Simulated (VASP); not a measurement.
Energy against volume of AlN (wurtzite). These are r2SCAN meta-GGA, VASP's PBE PAW potentials (set 64) (plane waves; VASP) values and carry that method's errors. Settings: 520 eV cut-off, 10×10×6 Γ-centred mesh, Gaussian smearing of 0.050 eV, potentials Al N.

Shape and ions are relaxed at each volume.

| V (Å³/atom) | E (eV/atom) |
|---|---|
| 10.075 | -9.60729 |
| 10.386 | -9.61409 |
| 10.698 | -9.60844 |
| 11.010 | -9.59201 |

Fit these four points and predict the energy of the run at 9.763 Å³/atom.

A cubic in V^(−2/3), the third-order Birch-Murnaghan form, passes through the four points with V0 = 10.39 Å³/atom and B0 = 213 GPa, and gives -9.5860 eV/atom there. The run gave -9.5862 eV/atom, -0.2 meV/atom from the fit; all five points give B0 = 212 GPa.

The compound is AlN in the wurtzite structure. It was relaxed first.
